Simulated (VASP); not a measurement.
NaTaO2:

```
Na Ta O
1.0
     1.55718    0.89904    5.65317
    -1.55718    0.89904    5.65317
     0.00000   -1.79808    5.65317
Na Ta O
1 1 2
Direct
  0.50000 0.50000 0.50000
  0.00000 0.00000 0.00000
  0.26670 0.26670 0.26670
  0.73330 0.73330 0.73330
```

The cell comes from a database or a generator and needn't be the stable form of this composition.

Base run:

| Property | Result |
| --- | --- |
| Program | VASP 6.6.1 |
| Functional | r2SCAN |
| Potentials or basis | VASP PAW PBE potentials, release 64 (Na_pv, Ta_pv, O) |
| Cutoff | 520 eV |
| k mesh | 7 × 7 × 7 |
| Occupations | gaussian, width 0.05 eV |
| Spin | collinear spin, ferromagnetic start |
| Starting moments | [0.5, 0.0, 0.0, 0.0] μB |
| Fixed moment | 3 μB |
| Hubbard terms | Ta d U = 5 eV |

Its results: pressure 26.5 GPa; net moment 3.00 μB per cell; site moments Na +0.01; Ta +1.72; O +0.32 μB; largest force 2.746 eV/Å.

Task: The run is repeated on the same cell with these changes: fixed moment from 3 μB to none. What comes out?

Result: Pressure 7.7 GPa; net moment 0.27 μB per cell; site moments Na -0.00; Ta +0.23; O -0.01 μB; largest force 2.595 eV/Å.

Caveats: the PAW data sets were made with another functional, which shifts forces and pressure a little; the moment is held away from its start (some runs); the total moment is fixed, so each spin has its own Fermi level (some runs).
